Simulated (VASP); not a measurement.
Input:

```
CELL_PARAMETERS angstrom
      2.54846     0.00000     0.00000
     -1.27423     2.20703     0.00000
      0.00000     0.00000     6.42844
ATOMIC_POSITIONS crystal
  Cu 0.00000 0.00000 0.00000
  Cu 0.00000 0.00000 0.50000
  F  0.33333 0.66667 0.25000
  F  0.66667 0.33333 0.75000
```

Computed with PBEsol GGA, VASP's PBE PAW potentials (set 64) (plane waves; VASP). Run with 620 eV cut-off, 14×14×5 Γ-centred mesh, first-order Methfessel-Paxton smearing of 0.10 eV, potentials Cu F.

Energy and stress use the plane-wave basis of the starting cell.

Q: The ions, cell shape and volume at an external pressure of 30.0 GPa are relaxed. What does this cell relax into?

A: 
```
CELL_PARAMETERS angstrom
      2.49753     0.00000     0.00000
     -1.24876     2.16292     0.00000
      0.00000     0.00000     6.39195
ATOMIC_POSITIONS crystal
  Cu 0.00000 0.00000 0.00000
  Cu 0.00000 0.00000 0.50000
  F  0.33333 0.66667 0.25000
  F  0.66667 0.33333 0.75000
```
Space group P6_3/mmc (194), at a tolerance of 0.03 Å.

Q: How do energy and volume change from the first to the last step?

A: The energy (σ→0) changes by +63.3 meV/atom and the volume by -4.5 %, in 6 ionic steps.

The structure was generated: CuF was put into the NiAs type type (P6_3/mmc), which need not be its known phase. This run relaxes it under an external pressure of 30 GPa. Symmetry was kept, so distortions that lower it aren't found.
